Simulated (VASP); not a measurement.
Data:

```
AlRu
1.0
    2.94251     0.00000     0.00000
    0.00000     2.94251     0.00000
    0.00000     0.00000     2.94251
Al Ru
1 1
Cartesian
  1.47126   1.47126   1.47126
  0.00000   0.00000   0.00000
```

Calculation: PBE GGA, VASP's PBE PAW potentials (set 64) (plane waves; VASP). Settings: 520 eV cut-off, 12×12×12 Γ-centred mesh, first-order Methfessel-Paxton smearing of 0.10 eV, potentials Al Ru_pv.

Q: Give the stress tensor in GPa (positive for a compressed cell).

A: 
```
14.27   0.00   0.00
 0.00  14.27   0.00
 0.00   0.00  14.27
```
The pressure is its mean diagonal, 14.27 GPa.

The compound is RuAl in the CsCl type structure. This cell is one point of a volume scan, at 0.94 of the reference volume. The electron count is odd and the run is not spin-polarised, which forces a metal.
